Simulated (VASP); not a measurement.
SnBrCl3:

```
Sn Br Cl
1.0
     6.93046    0.00000    0.00000
    -3.46523    6.00195    0.00000
     0.00000    0.00000    6.91148
Sn Br Cl
2 2 6
Cartesian
  3.4652 2.0007 3.4557
  0.0000 4.0013 3.4557
  0.0000 0.0000 3.4557
  0.0000 0.0000 0.0000
  1.7326 3.0010 5.2390
  -1.7326 3.0010 5.2390
  3.4652 0.0000 5.2390
  -1.7326 3.0010 1.6724
  1.7326 3.0010 1.6724
  3.4652 0.0000 1.6724
```

The cell was built by a generator and needn't be a form met in nature.

| Quantity | Value |
| --- | --- |
| Program | VASP 6.6.1 |
| Task | relaxation of cell and atoms |
| Functional | PBE |
| Potentials or basis | VASP PAW PBE potentials, release 64 (Sn_d, Br, Cl) |
| Cutoff | 520 eV |
| k mesh | 3 × 3 × 2 |
| Occupations | gaussian, width 0.15 eV |
| Spin | no spin polarisation |

At the start: pressure -2.0 GPa; volume 28.75 Å³/atom.

Task: How do energy, volume and symmetry change on relaxing?

Result: Over 5 steps the energy falls by 26.8 meV/atom and the volume is 27.43 Å³/atom (-4.6 %); space group P6/mmm (No. 191, to 0.05 Å).

Step by step:
| step | energy change (eV) | largest force (eV/Å) | pressure (GPa) | volume (Å³) |
| --- | --- | --- | --- | --- |
| 1 | 0.0000 | 0.5524 | -2.00 | 287.49 |
| 2 | -0.2528 | 0.0206 | 0.20 | 272.73 |
| 3 | -0.2538 | 0.0231 | 0.50 | 271.81 |
| 4 | -0.2537 | 0.0036 | 0.34 | 272.12 |
| 5 | -0.2676 | 0.0036 | 0.14 | 274.31 |

Final structure:
```cif
data_structure
_symmetry_space_group_name_H-M 'P 1'
_symmetry_Int_Tables_number 1
_cell_length_a 6.9278
_cell_length_b 6.9278
_cell_length_c 6.5997
_cell_angle_alpha 90.000
_cell_angle_beta 90.000
_cell_angle_gamma 120.000
_cell_volume 274.31
loop_
_atom_site_label
_atom_site_type_symbol
_atom_site_fract_x
_atom_site_fract_y
_atom_site_fract_z
_atom_site_occupancy
Sn1 Sn 0.66667 0.33333 0.50000 1
Sn2 Sn 0.33333 0.66667 0.50000 1
Br1 Br 0.00000 0.00000 0.50000 1
Br2 Br 0.00000 0.00000 0.00000 1
Cl1 Cl 0.50000 0.50000 0.75394 1
Cl2 Cl 0.00000 0.50000 0.75394 1
Cl3 Cl 0.50000 0.00000 0.75394 1
Cl4 Cl 0.00000 0.50000 0.24606 1
Cl5 Cl 0.50000 0.50000 0.24606 1
Cl6 Cl 0.50000 0.00000 0.24606 1
```

Caveat: the k mesh is coarse (spacing up to 0.45 Å⁻¹), so the values aren't converged.
